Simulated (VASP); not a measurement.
These are r2SCAN meta-GGA, VASP's PBE PAW potentials (set 64) (plane waves; VASP) values and carry that method's errors.

VASP input:

### KPOINTS
```
kpoints
0
gamma
  8 8 8
0 0 0
```

POSCAR:
```
NaCl
1
    0.0000000000     2.7909203104     2.7490565057
    2.7490565057     0.0000000000     2.7490565057
    2.7490565057     2.7909203104     0.0000000000
Na Cl
1 1
Direct
  0.0000000000   0.0000000000   0.0000000000
  0.5000000000   0.5000000000   0.5000000000
```

INCAR:
```
# general
SYSTEM  = NaCl
PREC    = Accurate
ENCUT   = 480   # plane-wave cut-off (eV)
LREAL   = .FALSE.   # projection in real space or not
LASPH   = .TRUE.

# electronic loop
EDIFF   = 1E-7   # SCF stop (eV)
NELM    = 100   # most electronic steps
ALGO    = Normal
LMIXTAU = .TRUE.

# smearing
ISMEAR  = 0   # Gaussian
SIGMA   = 0.05   # width (eV)

# functional
METAGGA = R2SCAN

# ions
IBRION  = 2
NSW     = 30   # most ionic steps
ISIF    = 2
EDIFFG  = -0.01

# output
LWAVE   = .FALSE.
LCHARG  = .FALSE.
```

POTCAR, in this order: Na_pv Cl (PBE.64 set). Program: vasp_std.

What does the run give for the energy per atom (σ→0), pressure, band gap (on the k-mesh)?

```yaml
energy per atom (σ→0): -6.892 eV/atom
band gap (on the k-mesh): 6.18 eV
pressure: 1.12 GPa
```

**OSZICAR**
```
...
DAV:  17    -0.137838977156E+02   -0.10012E-04   -0.51341E-07  1619   0.884E-03    0.255E-03
DAV:  18    -0.137838926856E+02    0.50299E-05   -0.76865E-07  1340   0.116E-02    0.146E-03
DAV:  19    -0.137838956540E+02   -0.29684E-05   -0.12150E-07  1346   0.393E-03    0.429E-04
DAV:  20    -0.137838941441E+02    0.15099E-05   -0.13927E-08   742   0.146E-03    0.148E-04
DAV:  21    -0.137838951990E+02   -0.10549E-05   -0.41457E-09   712   0.954E-04    0.102E-04
DAV:  22    -0.137838950575E+02    0.14148E-06   -0.12009E-09   712   0.564E-04    0.198E-05
DAV:  23    -0.137838950653E+02   -0.77728E-08   -0.19304E-10   712   0.230E-04
   1 F= -.13783895E+02 E0= -.13783895E+02  d E =-.137839E+02
```

The compound is NaCl in the rock salt structure. This cell was strained or had an atom moved on purpose.
